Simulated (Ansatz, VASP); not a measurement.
**K3C: VASP beside Ansatz**

The input INCAR:

```
SYSTEM = K3C
PREC = Accurate
ENCUT = 600
EDIFF = 1E-6
ISMEAR = 0
SIGMA = 0.1
LREAL = .FALSE.
LASPH = .TRUE.
NELM = 100
ALGO = Normal
ISIF = 3
LWAVE = .FALSE.
LCHARG = .FALSE.
GGA = PE
IBRION = 2
NSW = 90
EDIFFG = -0.04
```

File KPOINTS:

```
regular mesh
0
G
  4 4 4
  0 0 0
```

POSCAR

```
K3C
1.0
    4.6527693200      0.0000000000      0.0000000000
    0.0000000000      4.6527693200      0.0000000000
    0.0000000000      0.0000000000      4.6527693200
K C
3 1
Direct
    0.0000000000      0.5000000000      0.5000000000
    0.5000000000      0.0000000000      0.5000000000
    0.5000000000      0.5000000000      0.0000000000
    0.0000000000      0.0000000000      0.0000000000
```

Input for Ansatz:

```yaml
crystal:
  lattice:
    - [4.65276932, 0.0, 0.0]
    - [0.0, 4.65276932, 0.0]
    - [0.0, 0.0, 4.65276932]
  atoms:
    - { symbol: K, position: [0.0, 0.5, 0.5] }
    - { symbol: K, position: [0.5, 0.0, 0.5] }
    - { symbol: K, position: [0.5, 0.5, 0.0] }
    - { symbol: C, position: [0.0, 0.0, 0.0] }
basis:
  ecutwfc: 420
kpoints:
  mp_grid: { grid: [4, 4, 4] }
hamiltonian:
  xc: pbe
scf:
  occupations: { method: gaussian, width: 0.1 }
  lower_state_search: "off"
output:
  forces: true
  stress: true
  eigenvalues: true
relax:
  adjacent_minimum: "off"
  f_tol: 0.04
  max_steps: 70
  cell: { stress_tol: 0.4 }
```

Change from the starting cell: species swapped into the LuTl3 type (Pm-3m, No. 221).

Alike in both runs: task relaxation of cell and atoms; functional PBE; k mesh 4 × 4 × 4; occupations gaussian, width 0.1 eV; no spin polarisation.

```csv
,VASP,Ansatz
version,VASP 6.6.1,Ansatz 0.2.0
potentials or method,"VASP PAW PBE potentials, release 64 (K_sv, C)","scalar-relativistic, plane waves, PAW"
plane-wave cutoff (eV),600,420
valence electrons in the cell,31,31
```

Ansatz gave:

| Item | Value |
| --- | --- |
| gap on the k mesh at the Fermi level, each at its own relaxed structure (eV) | none |
| relaxed volume (Å³/atom) | 33.26 |
| relaxed cell length with the largest relative difference (Å) | 5.105 |
| energy change over the relaxation (meV/atom) | -87 |

Question: Which values does VASP return?

Answer: gap on the k mesh at the Fermi level, each at its own relaxed structure (eV): none; relaxed volume (Å³/atom): 33.46; relaxed cell length with the largest relative difference (Å): 5.115; energy change over the relaxation (meV/atom): -89.

A gap of «none» marks a metal or a gap that the smearing closes.

Caveats: the volume moved by over 15 % at a fixed basis, so the end points are rough (VASP).
